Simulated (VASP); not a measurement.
Given:

```
CELL_PARAMETERS angstrom
      4.21824     0.00000     0.00000
     -2.10912     3.65311     0.00000
      0.00000     0.00000    14.75996
ATOMIC_POSITIONS crystal
  In 0.66667 0.33333 0.50000
  P  0.33333 0.66667 0.50000
```

Computed with r2SCAN meta-GGA, VASP's PBE PAW potentials (set 64) (plane waves; VASP 6.6.1). Numerical set-up: 400 eV cut-off, 8×8×1 Γ-centred mesh, tetrahedra with Blöchl corrections, potentials In_d P.

The cell holds a wide vacuum, so values per volume refer to the whole cell. Unless said otherwise, spin-orbit coupling is left out, though it shifts the bands of the heavy elements here.

What does the run give for the energy per atom (σ→0), band gap (over mesh and band path) with the smallest direct gap where there is one?

| Property | Result |
|---|---|
| band gap (over mesh and band path) | 1.01 eV |
| smallest direct gap (over mesh and band path) | 1.58 eV |
| energy per atom (σ→0) | -15.622 eV/atom |

The cell is a sheet with vacuum, built from a generated structure.
